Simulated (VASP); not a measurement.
Runs of VASP 6.6.1 on InSb. The structure is cubic, space group F-43m (No. 216). Conventional cell: a = 6.521 Å, b = 6.521 Å, c = 6.521 Å, α = 90.00°, β = 90.00°, γ = 90.00°. In (site symmetry -43m) is surrounded by 4 Sb at 2.82 Å. Around Sb (site symmetry -43m) lie 4 In at 2.82 Å. 

```csv
task,level,potentials or basis,spin,cell,k mesh,cutoff (eV),gap on the mesh (eV),pressure (GPa)
band structure,LDA,"VASP PAW LDA potentials, release 64 (In_d, Sb)",off,as given,10 × 10 × 10,520,-,(a)
relaxation of cell and atoms,PBEsol,"VASP PAW PBE potentials, release 64 (In_d, Sb)",off,relaxed,10 × 10 × 10,600,(b),0.0
band structure,r2SCAN,"VASP PAW PBE potentials, release 64 (In_d, Sb)",off,as given,10 × 10 × 10,520,0.12,0.7
band structure,TB-mBJ,"VASP PAW PBE potentials, release 64 (In_d, Sb)",off,as given,10 × 10 × 10,520,0.39,-
```

Alike in all rows: smearing gaussian 0.03 eV.

Estimate the missing entries.

(a) -1.3; (b) none.

Caveats: spin-orbit coupling is left out, which moves the levels of the heavy elements (some runs); the PAW data sets were made with another functional, which shifts forces and pressure a little (some runs); this crystal is a semiconductor, whose small gap the functional closes, so the metal is an error of the method (some runs); the relaxation stopped at its first step, so nothing moved (some runs).

A k mesh can miss the band edges, and the runs leave out spin-orbit coupling on In, Sb.

Runs at the PBE level aren't shown here.
